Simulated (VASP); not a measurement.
Ti2BN:

```
Ti B N
1.0
     3.68596    0.00000    0.00000
    -1.84298    3.19214    0.00000
     0.00000    0.00000    3.94590
Ti B N
2 1 1
Direct
  0.33333 0.66667 0.50000
  0.66667 0.33333 0.50000
  0.00000 0.00000 0.00000
  0.00000 0.00000 0.50000
```

The cell was built by a generator and needn't be a form met in nature.

```yaml
Program: VASP 6.6.1
Task: relaxation of cell and atoms
Functional: PBE
Potentials_or_basis: VASP PAW PBE potentials, release 64 (Ti_sv, B, N)
Cutoff: 520 eV
k_mesh: 5 × 5 × 4
Occupations: gaussian, width 0.15 eV
Spin: no spin polarisation
```

At the start: pressure 16.9 GPa; volume 11.61 Å³/atom.

Question: Where does the relaxation end?

Answer: Over 10 steps the energy falls by 987.5 meV/atom and the volume is 11.24 Å³/atom (-3.1 %); space group P6/mmm (No. 191, to 0.05 Å).

The path:
| step | energy change (eV) | largest force (eV/Å) | pressure (GPa) | volume (Å³) |
| --- | --- | --- | --- | --- |
| 1 | 0.0000 | 0.0000 | 16.95 | 46.43 |
| 2 | -1.7033 | 0.0000 | -19.21 | 54.27 |
| 3 | -1.7512 | 0.0000 | -21.35 | 54.97 |
| 4 | -3.8761 | 0.0000 | -8.02 | 47.56 |
| 5 | -3.9119 | 0.0000 | -4.16 | 47.01 |
| 6 | -3.9153 | 0.0000 | -3.33 | 46.83 |
| 7 | -3.9441 | 0.0000 | -2.01 | 45.68 |
| 8 | -3.9482 | 0.0000 | -0.12 | 44.60 |
| 9 | -3.9498 | 0.0000 | -0.44 | 44.89 |
| 10 | -3.9498 | 0.0000 | -0.24 | 44.97 |

Final structure:
```
Ti B N
1.0
     4.27974    0.00000    0.00000
    -2.13987    3.70636    0.00000
     0.00000    0.00000    2.83511
Ti B N
2 1 1
Cartesian
  0.0000 2.4709 1.4176
  2.1399 1.2355 1.4176
  0.0000 0.0000 0.0000
  0.0000 0.0000 1.4176
```

Caveat: the k mesh is coarse (spacing up to 0.40 Å⁻¹), so the values aren't converged.
